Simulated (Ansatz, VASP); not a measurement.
# Cross-check of LiMgF3 between VASP and Ansatz, part 2 of 3

Aim: how closely do two programs agree when they are given the same cell, functional and k mesh? The cell is generated by rule, not measured, and may not be a known phase. The cell is taken from a series of runs on this material, whose earlier steps may have relaxed, scaled, displaced or heated it; both programs get it as it stands.

VASP 6.6.1 and Ansatz 0.2.0.

So far: The starting structure; Ansatz: zone-centre phonons, PBEsol.

### 3. VASP: zone-centre phonons, PBEsol

Level of this step: PBEsol; plane waves and PAW (Li_sv, Mg, F); invented cell (VASP).

The same cell, functional and mesh now go to VASP, with its own data sets.

Lines of VASP's logs that name or quote its potential files are left out, and so is its time.

Contents of INCAR:

```
SYSTEM = LiMgF3
PREC = Accurate
ENCUT = 750
EDIFF = 1E-08
NELM = 120
ISMEAR = 0
SIGMA = 0.01
LREAL = .FALSE.
ALGO = Normal
GGA = PS
NBANDS = 19
LORBIT = 11
LWAVE = .FALSE.
LCHARG = .FALSE.
ISIF = 2
IBRION = 8
LEPSILON = .TRUE.
LASPH = .TRUE.
GGA_COMPAT = .FALSE.
EFERMI = MIDGAP
KPAR = 2
```

Contents of POSCAR:

```
LiMgF3
1.0
    3.9304231137      0.0000000000      0.0000000000
    0.0000000000      3.9304231137      0.0000000000
    0.0000000000      0.0000000000      3.9049850052
Li Mg F
1 1 3
Direct
    0.0000000000      0.0000000000      0.2852073733
    0.5000000000      0.5000000000      0.4770885485
    0.5000000000      0.0000000000      0.4335789265
    0.5000000000      0.5000000000      0.9675635692
    0.0000000000      0.5000000000      0.4335789265
```

Contents of KPOINTS:

```
Automatic mesh
0
Gamma
6 6 6
0 0 0
```

PAW data sets: Li_sv, Mg and F (PBE family, release 64).

On the command line:

```bash
> mpirun -np 2 vasp_std
```

The log of the run:

```text
[banner, memory and clock lines left out]
running    2 mpi-ranks, on    1 nodes
 distrk:  each k-point on    1 cores,    2 groups
 distr:  one band on    1 cores,    1 groups

 POSCAR found type information on POSCAR LiMgF
 POSCAR found :  3 types and       5 ions
|                                                                             |
|               ----> ADVICE to this user running VASP <----                  |
|                                                                             |
|     You enforced a specific xc type in the INCAR file but a different       |
|     [... a line on the potential file left out ...]
|     I HOPE YOU KNOW WHAT YOU ARE DOING!                                     |
|                                                                             |

 LDA part: xc-table for (Slater+PW92), standard interpolation
 POSCAR, INCAR and KPOINTS ok, starting setup
 FFT: planning ... GRIDC
 FFT: planning ... GRID_SOFT
 FFT: planning ... GRID
 WAVECAR not read
 entering main loop
       N       E                     dE             d eps       ncg     rms          rms(c)
DAV:   1     0.207137540345E+03    0.20714E+03   -0.17086E+04  1520   0.176E+03
DAV:   2    -0.136631800481E+02   -0.22080E+03   -0.21518E+03  1892   0.362E+02
DAV:   3    -0.266677076775E+02   -0.13005E+02   -0.12954E+02  2351   0.840E+01
DAV:   4    -0.273474276842E+02   -0.67972E+00   -0.67836E+00  2347   0.108E+01
DAV:   5    -0.273544289794E+02   -0.70013E-02   -0.70009E-02  1936   0.132E+00    0.802E+00
DAV:   6    -0.255125925935E+02    0.18418E+01   -0.67485E+00  1704   0.188E+01    0.275E+00
DAV:   7    -0.254853416475E+02    0.27251E-01   -0.12926E-01  1979   0.244E+00    0.171E+00
DAV:   8    -0.254944413140E+02   -0.90997E-02   -0.67531E-02  1898   0.278E+00    0.299E-01
DAV:   9    -0.254971075608E+02   -0.26662E-02   -0.98842E-03  2069   0.742E-01    0.129E-01
DAV:  10    -0.254997836380E+02   -0.26761E-02   -0.27258E-03  1612   0.329E-01    0.312E-02
DAV:  11    -0.254998257392E+02   -0.42101E-04   -0.66785E-05  2020   0.695E-02    0.127E-02
DAV:  12    -0.254998519724E+02   -0.26233E-04   -0.39492E-05  1693   0.457E-02    0.566E-03
DAV:  13    -0.254998517258E+02    0.24656E-06   -0.26462E-06  2081   0.128E-02    0.858E-04
DAV:  14    -0.254998518478E+02   -0.12196E-06   -0.17205E-07  1755   0.348E-03    0.202E-04
DAV:  15    -0.254998518571E+02   -0.92896E-08   -0.83734E-09  1786   0.744E-04
   1 F= -.25499852E+02 E0= -.25499852E+02  d E =0.000000E+00
 Linear response reoptimize wavefunctions to high precision
DAV:   1    -0.254998518598E+02   -0.27794E-08   -0.25328E-09  1665   0.404E-04
DAV:   2    -0.254998518598E+02    0.10004E-10   -0.10971E-10  1355   0.856E-05
 Linear response G [H, r] |phi>, progress :
  Direction:   1
       N       E                     dE             d eps       ncg     rms
RMM:   1    -0.944058073494E+02   -0.94406E+02    0.12354E+02  2549   0.167E+02
RMM:   2    -0.891726666823E+02    0.52331E+01   -0.19561E+01  2977   0.273E+01
RMM:   3    -0.892040302606E+02   -0.31364E-01   -0.18460E+00  3409   0.689E+00
RMM:   4    -0.892704279758E+02   -0.66398E-01   -0.38692E-01  3542   0.289E+00
RMM:   5    -0.892877859167E+02   -0.17358E-01   -0.80858E-02  3591   0.126E+00
RMM:   6    -0.892910444606E+02   -0.32585E-02   -0.16070E-02  3633   0.549E-01
RMM:   7    -0.892916830324E+02   -0.63857E-03   -0.39397E-03  3555   0.212E-01
RMM:   8    -0.892918167380E+02   -0.13371E-03    0.17320E-03  3497   0.921E-02
RMM:   9    -0.892918505808E+02   -0.33843E-04    0.42426E-04  3526   0.458E-02
RMM:  10    -0.892918545798E+02   -0.39990E-05    0.50119E-04  3515   0.234E-02
RMM:  11    -0.892918569942E+02   -0.24144E-05   -0.10256E-03  3501   0.142E-02
RMM:  12    -0.892918562524E+02    0.74180E-06   -0.34614E-04  3450   0.933E-03
RMM:  13    -0.892918568263E+02   -0.57385E-06   -0.43208E-05  3450   0.728E-03
RMM:  14    -0.892918566108E+02    0.21549E-06   -0.80098E-05  3419   0.615E-03
RMM:  15    -0.892918567842E+02   -0.17347E-06    0.30394E-05  3410   0.561E-03
RMM:  16    -0.892918567051E+02    0.79159E-07   -0.20651E-04  3329   0.534E-03
RMM:  17    -0.892918567596E+02   -0.54482E-07    0.28843E-05  3275   0.523E-03
RMM:  18    -0.892918567881E+02   -0.28513E-07    0.61900E-05  3194   0.518E-03
 Linear response G [H, r] |phi>, progress :
  Direction:   2
       N       E                     dE             d eps       ncg     rms
RMM:   1    -0.941242595071E+02   -0.94124E+02    0.25045E+02  2523   0.178E+02
RMM:   2    -0.902911164637E+02    0.38331E+01   -0.20149E+01  2901   0.268E+01
RMM:   3    -0.906215368244E+02   -0.33042E+00   -0.27961E+00  3260   0.671E+00
RMM:   4    -0.906793495185E+02   -0.57813E-01   -0.47728E-01  3388   0.261E+00
RMM:   5    -0.906836410506E+02   -0.42915E-02    0.12385E-02  3448   0.104E+00
[...]
force on displaced ion       2 direction 1 : -11.175   0.000  -0.000
 Born effective charge ion    2 direction 1 :   1.902   0.000  -0.000
 Linear response progress:
  Degree of freedom:   4/  9
       N       E                     dE             d eps       ncg     rms          rms(c)
RMM:   1    -0.316595702830E-02   -0.31660E-02    0.11559E-02  3022   0.631E-01
RMM:   2    -0.309414374542E-02    0.71813E-04   -0.25680E-04  2735   0.983E-02    0.455E-02
[...]
RMM:   1    -0.538487991424E+00   -0.53849E+00    0.74490E-01  5788   0.424E+00
RMM:   2    -0.534716496477E+00    0.37715E-02   -0.74085E-03  5638   0.603E-01    0.106E-01
RMM:   3    -0.536297631119E+00   -0.15811E-02   -0.11171E-03  5679   0.167E-01    0.577E-02
RMM:   4    -0.538408817653E+00   -0.21112E-02   -0.65855E-04  5812   0.143E-01    0.124E-02
RMM:   5    -0.538450026224E+00   -0.41209E-04   -0.10412E-04  6417   0.429E-02    0.226E-03
RMM:   6    -0.538397086062E+00    0.52940E-04   -0.22363E-05  6660   0.160E-02    0.801E-04
RMM:   7    -0.538399348172E+00   -0.22621E-05   -0.43673E-06  6910   0.617E-03    0.274E-04
RMM:   8    -0.538396277826E+00    0.30703E-05   -0.85474E-07  6979   0.257E-03    0.788E-05
RMM:   9    -0.538396828479E+00   -0.55065E-06   -0.26999E-07  7101   0.116E-03    0.221E-05
RMM:  10    -0.538396642474E+00    0.18601E-06    0.36056E-07  7146   0.612E-04    0.161E-05
RMM:  11    -0.538396711048E+00   -0.68574E-07    0.61163E-07  7121   0.381E-04    0.252E-06
RMM:  12    -0.538396729424E+00   -0.18376E-07    0.34443E-07  7167   0.283E-04    0.101E-06
RMM:  13    -0.538396719121E+00    0.10303E-07    0.18893E-07  7058   0.239E-04    0.422E-07
RMM:  14    -0.538396718818E+00    0.30289E-09    0.25048E-07  6995   0.219E-04    0.410E-07
RMM:  15    -0.538396717257E+00    0.15615E-08    0.47256E-08  6911   0.210E-04    0.120E-07
 first order change of Fermi-energy  -0.55621E-05
 force on displaced ion       3 direction 2 :   0.000 -13.315  -0.001
 Born effective charge ion    3 direction 2 :   0.000  -1.239   0.000
 Linear response progress:
  Degree of freedom:   7/  9
       N       E                     dE             d eps       ncg     rms          rms(c)
RMM:   1    -0.538359683188E+00   -0.53836E+00    0.57859E-01  4556   0.416E+00
RMM:   2    -0.532917172595E+00    0.54425E-02   -0.76248E-03  4466   0.663E-01    0.816E-02
RMM:   3    -0.534312362691E+00   -0.13952E-02   -0.90946E-04  4860   0.161E-01    0.442E-02
RMM:   4    -0.536024708866E+00   -0.17123E-02   -0.37508E-04  4760   0.107E-01    0.925E-03
RMM:   5    -0.536140357529E+00   -0.11565E-03   -0.72174E-05  5397   0.382E-02    0.362E-03
RMM:   6    -0.536098091654E+00    0.42266E-04   -0.13789E-05  5394   0.162E-02    0.105E-03
RMM:   7    -0.536077731215E+00    0.20360E-04   -0.20146E-06  5464   0.647E-03    0.449E-04
RMM:   8    -0.536083909554E+00   -0.61783E-05   -0.30466E-07  5512   0.288E-03    0.123E-04
RMM:   9    -0.536081678943E+00    0.22306E-05    0.12710E-06  5649   0.130E-03    0.418E-05
RMM:  10    -0.536081519811E+00    0.15913E-06    0.69624E-07  5709   0.692E-04    0.219E-05
RMM:  11    -0.536081596834E+00   -0.77023E-07    0.62564E-07  5779   0.412E-04    0.572E-06
RMM:  12    -0.536081596370E+00    0.46383E-09    0.19611E-07  5745   0.297E-04    0.463E-06
RMM:  13    -0.536081622909E+00   -0.26539E-07    0.20002E-07  5680   0.245E-04    0.108E-06
RMM:  14    -0.536081629202E+00   -0.62931E-08    0.60912E-08  5664   0.223E-04    0.830E-07
 first order change of Fermi-energy  -0.24429E-01
 force on displaced ion       3 direction 3 :   0.000   0.000  -3.024
 Born effective charge ion    3 direction 3 :   0.000   0.000  -0.758
 Linear response progress:
  Degree of freedom:   8/  9
       N       E                     dE             d eps       ncg     rms          rms(c)
RMM:   1    -0.536750046950E+00   -0.53675E+00    0.54864E-01  5667   0.361E+00
RMM:   2    -0.533300201321E+00    0.34498E-02   -0.12821E-02  5279   0.629E-01    0.792E-02
RMM:   3    -0.534641707537E+00   -0.13415E-02   -0.60686E-04  5363   0.116E-01    0.434E-02
RMM:   4    -0.536355713714E+00   -0.17140E-02   -0.29857E-04  5307   0.935E-02    0.101E-02
RMM:   5    -0.536434146025E+00   -0.78432E-04   -0.27954E-05  6115   0.238E-02    0.351E-03
RMM:   6    -0.536336136898E+00    0.98009E-04   -0.62442E-06  6086   0.106E-02    0.112E-03
RMM:   7    -0.536361301025E+00   -0.25164E-04   -0.12394E-06  6541   0.418E-03    0.328E-04
RMM:   8    -0.536360876501E+00    0.42452E-06   -0.26413E-07  6653   0.188E-03    0.761E-05
RMM:   9    -0.536359832822E+00    0.10437E-05   -0.90278E-08  6793   0.871E-04    0.542E-05
RMM:  10    -0.536360396854E+00   -0.56403E-06   -0.64957E-08  7050   0.436E-04    0.643E-06
RMM:  11    -0.536360436747E+00   -0.39893E-07    0.54149E-08  7056   0.280E-04    0.231E-06
RMM:  12    -0.536360386748E+00    0.49999E-07   -0.95140E-08  7088   0.220E-04    0.739E-07
RMM:  13    -0.536360379407E+00    0.73408E-08   -0.70132E-08  6987   0.196E-04    0.897E-07
 first order change of Fermi-energy   0.10045E-03
 force on displaced ion       4 direction 1 :  -1.900   0.000   0.000
 Born effective charge ion    4 direction 1 :  -0.851   0.000  -0.000
 Linear response progress:
  Degree of freedom:   9/  9
       N       E                     dE             d eps       ncg     rms          rms(c)
RMM:   1    -0.537828075396E+00   -0.53783E+00    0.69816E-01  2683   0.381E+00
RMM:   2    -0.535144003744E+00    0.26841E-02   -0.13438E-02  2693   0.651E-01    0.110E-01
RMM:   3    -0.536654700062E+00   -0.15107E-02   -0.80058E-04  2662   0.143E-01    0.611E-02
RMM:   4    -0.538823236477E+00   -0.21685E-02   -0.59816E-04  2627   0.132E-01    0.130E-02
RMM:   5    -0.538805831588E+00    0.17405E-04   -0.40682E-05  3082   0.292E-02    0.443E-03
RMM:   6    -0.538713227180E+00    0.92604E-04   -0.86452E-06  3128   0.115E-02    0.100E-03
RMM:   7    -0.538723546277E+00   -0.10319E-04   -0.15352E-06  3280   0.437E-03    0.444E-04
RMM:   8    -0.538730184105E+00   -0.66378E-05   -0.30337E-07  3159   0.194E-03    0.135E-04
RMM:   9    -0.538725027450E+00    0.51567E-05   -0.66747E-08  3334   0.893E-04    0.708E-05
RMM:  10    -0.538726250203E+00   -0.12228E-05   -0.41597E-08  3392   0.435E-04    0.259E-05
RMM:  11    -0.538726704972E+00   -0.45477E-06    0.91885E-08  3428   0.262E-04    0.790E-06
RMM:  12    -0.538726611241E+00    0.93732E-07    0.13329E-07  3448   0.187E-04    0.623E-06
RMM:  13    -0.538726490414E+00    0.12083E-06   -0.49587E-08  3395   0.158E-04    0.187E-06
RMM:  14    -0.538726513914E+00   -0.23500E-07   -0.24065E-08  3431   0.145E-04    0.691E-07
RMM:  15    -0.538726515926E+00   -0.20117E-08   -0.66064E-09  3235   0.139E-04    0.189E-07
 first order change of Fermi-energy   0.90542E-01
 force on displaced ion       4 direction 3 :   0.000  -0.000 -13.788
 Born effective charge ion    4 direction 3 :   0.000   0.000  -1.299
 Born effective charges drift removed
 Linear response finished
```

(Part 2 of 3 ends here.)

[Lines on the potential files, build, host, timing and source positions are cut from VASP's logs without a mark.]

[Logs are printed without paths, hosts, clocks, repeated set-up lines and the standing remarks that a program may print on its own settings, such as how far it seeks lower states.]

[Hosts, paths, dates, database ids (printed as entryN), source tags and the programs' standing remarks are cut or masked in the printed files.]
